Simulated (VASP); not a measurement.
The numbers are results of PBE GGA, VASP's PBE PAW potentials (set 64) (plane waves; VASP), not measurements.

VASP ran on this input.

INCAR:
```
SYSTEM = LaC
PREC = Accurate
ENCUT = 520
EDIFF = 1E-6
NELM = 100
ALGO = Normal
LREAL = .FALSE.
LASPH = .TRUE.
ISMEAR = 1
SIGMA = 0.1
GGA = PE
LMAXMIX = 6
LWAVE = .FALSE.
LCHARG = .FALSE.
IBRION = 2
ISIF = 3
NSW = 60
EDIFFG = -0.01
```

File KPOINTS:
```
Automatic mesh
0
Gamma
10 10 10
0 0 0
```

File POSCAR:
```
LaC
1
    3.2767613385    -0.0000000000     0.0000000000
   -0.0000000000     3.2767613385     0.0000000000
   -0.0000000000    -0.0000000000     3.2767613385
La C
1 1
Direct
  0.0000000000   0.0000000000   0.0000000000
  0.5000000000   0.5000000000   0.5000000000
```

POTCAR, in this order: La C (PBE.64 set). Program: vasp_std.

Problem. Predict the energy per atom (σ→0), volume per atom, band gap (on the k-mesh).

Solution. 
| Quantity | Value |
|---|---|
| energy per atom (σ→0) | -6.364 eV/atom |
| band gap (on the k-mesh) | none (metal, semimetal or under 0.01 eV) |
| volume per atom | 17.66 Å³/atom |

OSZICAR:
```
...
   2 F= -.12727987E+02 E0= -.12728067E+02  d E =-.118278E-03
       N       E                     dE             d eps       ncg     rms          rms(c)
DAV:   1    -0.127281762693E+02   -0.18882E-03   -0.56863E-03  1409   0.934E-01    0.668E-02
DAV:   2    -0.127280492004E+02    0.12707E-03   -0.50796E-04  2040   0.359E-01    0.314E-02
DAV:   3    -0.127280129700E+02    0.36230E-04   -0.13571E-04  1957   0.152E-01    0.458E-03
DAV:   4    -0.127280140028E+02   -0.10328E-05   -0.75598E-06  2105   0.185E-02    0.357E-03
DAV:   5    -0.127280142899E+02   -0.28709E-06   -0.27675E-07   859   0.729E-03
   3 F= -.12728014E+02 E0= -.12728100E+02  d E =-.145212E-03
```

The structure was generated: LaC was put into the CsCl type type (Pm-3m), which need not be its known phase. This run relaxes it. Symmetry was kept, so distortions that lower it aren't found. The start is the result of an earlier pass. The electron count is odd and the run is not spin-polarised, which forces a metal.
